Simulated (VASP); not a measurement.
Write the native input for VASP 6.6.1 that does the following.

| Item | Value |
| --- | --- |
| Task | single point |
| Functional | PBEsol |
| Potentials or basis | VASP PAW PBE potentials, release 64 (O, B, Br, Bi_d) |
| Cutoff | 520 eV |
| k mesh | 4 × 4 × 2 |
| Occupations | fermi-dirac, width 0.05 eV |
| Spin | no spin polarisation |
| Dipole correction | no |
| Further INCAR settings | ALGO = Fast; EDIFF = 1e-06; NBANDS = 42 |

The structure of Bi2BBrO4 lies in POSCAR:

```
Bi2BBrO4
1.0
    3.5987610000      0.0022110000      0.0741550000
    0.0022110000      3.5932930000      0.0304680000
    0.1711660000      0.0703270000      8.2246900000
O B Br Bi
4 1 1 2
Direct
    0.3916776048     -0.0480296484      0.8542181547
   -0.1064812317      0.3823961080      0.8929169697
    0.4326853290      1.0392909461      0.1273970329
   -0.0874087759      0.5533464627      0.1236977245
    0.1711059574      0.1631138281      1.0180287507
    0.9995709446      1.0344108160      0.4922121548
    0.5240257784      0.5321790016      0.7274915454
    0.4455543379      0.5043719422      0.2749685050
```

The cell was built by a generator and needn't be a form met in nature.

One way to write it, as run:

INCAR

```
PREC = Accurate
ENCUT = 520
EDIFF = 1E-6
ISMEAR = -1
SIGMA = 0.05
LREAL = False
LASPH = True
NELM = 80
ALGO = Fast
ISIF = 2
LWAVE = False
LCHARG = False
GGA = PS
NBANDS = 42
```

KPOINTS

```
regular mesh
0
Gamma
  4 4 2
```

Potentials or basis: VASP PAW PBE potentials, release 64 (O, B, Br, Bi_d).

Launch:

```console
$ cat potpaw_PBE.64/O/POTCAR potpaw_PBE.64/B/POTCAR potpaw_PBE.64/Br/POTCAR potpaw_PBE.64/Bi_d/POTCAR > POTCAR
$ mpirun -np 1 vasp_std > vasp.out
```

Results of the run:

```yaml
Pressure: 20.2 GPa
Largest_force: 5.129 eV/Å
Band_gap_on_the_k_mesh: 0.31 eV, indirect (least direct gap 0.49 eV)
```

Caveat: the k mesh is coarse (spacing up to 0.44 Å⁻¹), so the values aren't converged; so large a pressure means that the cell lies far from this level's equilibrium, or that cutoff or potentials fall short; the potentials were made for another functional, which shifts forces and pressure; spin-orbit coupling is left out, which as a rule narrows the gap of such compounds by several tenths of an eV.

It took 44 s on 1 thread of Intel(R) Xeon(R) 6975P-C (Granite Rapids), with other jobs on the host, peak memory 0.26 GiB.
